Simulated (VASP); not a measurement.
Wanted: the native input for a VASP 6.6.1 run.

```yaml
Task: single point
Functional: PBE
Potentials_or_basis: VASP PAW PBE potentials, release 64 (Rh_pv, Ba_sv, B)
Cutoff: 520 eV
k_mesh: 3 × 3 × 3
Occupations: fermi-dirac, width 0.05 eV
Spin: no spin polarisation
Dipole_correction: no
Further_INCAR_settings: ALGO = Fast; EDIFF = 1e-06; NBANDS = 57
```

The structure of BaB2Rh2 lies in POSCAR:

```
BaB2Rh2
1.0
    4.7147430000      0.3347800000      0.7505270000
   -0.4482110000      6.1677340000      0.2306330000
   -0.8253270000     -0.2351730000      6.2754150000
Rh Ba B
4 2 4
Direct
    0.6830478699      0.1555800886      0.1945392024
    0.1244726210      0.2846145743      0.9197736602
    0.0841459984      0.7258385467      0.8121786105
    0.1598764146      0.2593340472      0.3578082796
    0.6586410480      0.4307766822      0.6295231139
    0.5600707186      0.6934077599      0.1452594118
    0.8754164312      0.0292623660      0.8777257703
    0.6641316361      0.9609907731      0.6922157484
    0.9221142824      1.0594453287      0.4667686965
    0.2157563165     -0.0480758790      0.6621154048
```

The cell was built by a generator and needn't be a form met in nature.

The input as run:

INCAR

```
PREC     = Accurate       # precision mode
ENCUT    = 520            # plane-wave cutoff, eV
EDIFF    = 1E-6           # SCF threshold, eV
ISMEAR   = -1             # smearing method
SIGMA    = 0.05           # smearing width, eV
LREAL    = False          # projectors in reciprocal space
LASPH    = True           # aspherical terms in the spheres
NELM     = 100            # most SCF steps
ALGO     = Fast           # electronic algorithm
ISIF     = 2              # what is computed and relaxed
LWAVE    = False          # write WAVECAR
LCHARG   = True           # write CHGCAR
GGA      = PE             # functional
LELF     = True           # ELF
LVHAR    = True         
NBANDS   = 57             # bands
```

KPOINTS

```
regular mesh
0
Gamma
  3 3 3
```

Potentials or basis: VASP PAW PBE potentials, release 64 (Rh_pv, Ba_sv, B).

Command:

```sh
$ cat potpaw_PBE.64/Rh_pv/POTCAR potpaw_PBE.64/Ba_sv/POTCAR potpaw_PBE.64/B/POTCAR > POTCAR
$ mpirun -np 1 vasp_std > vasp.out
```

Results of the run:

```
Pressure               : -0.2 GPa
Largest force          : 4.699 eV/Å
Band gap on the k mesh : none (metal or under the smearing width)
```

Caveat: the k mesh is coarse (spacing up to 0.44 Å⁻¹), so the values aren't converged.

Run time: 110 s on 1 thread of Intel(R) Xeon(R) 6975P-C (Granite Rapids) (shared host), peak memory 0.34 GiB.
